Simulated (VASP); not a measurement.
A convergence study with VASP on AlN (zinc blende): one setting is varied, all else stays as given below, so the limit is that of these other settings.

```
AlN
1.0
    0.00000     2.19000     2.19000
    2.19000     0.00000     2.19000
    2.19000     2.19000     0.00000
Al N
1 1
Cartesian
  0.00000   0.00000   0.00000
  1.09500   1.09500   1.09500
```

The numbers are results of PBE GGA, VASP's PBE PAW potentials (set 64) (plane waves; VASP), not measurements. The tightest run used: 700 eV cut-off, 20×20×20 Γ-centred mesh, Gaussian smearing of 0.050 eV, potentials Al N.

| setting | E (eV/atom) | pressure (GPa) | irreducible k-points |
|---|---|---|---|
| 1×1×1 mesh | -1.5713 | 21.54 | 1 |
| 2×2×2 mesh | -6.7024 | 7.23 | 3 |
| 3×3×3 mesh | -7.3247 | 3.14 | 4 |
| 4×4×4 mesh | -7.4062 | 2.81 | 8 |

Question: These are the cheaper rows. Estimate the results at 20×20×20 mesh, and how far the last row shown lies from them.

Answer: 
```tsv
quantity	tightest run	last row shown is off by
E (eV/atom)	-7.4246	0.0184
pressure (GPa)	2.76	0.04
```

Left out are rungs that failed or repeat a setting and relaxations that didn't move; long series are thinned to 24 rows.

The compound is AlN in the zinc blende structure, a metastable form; wurtzite is the usual one. The cell was not relaxed at this level.
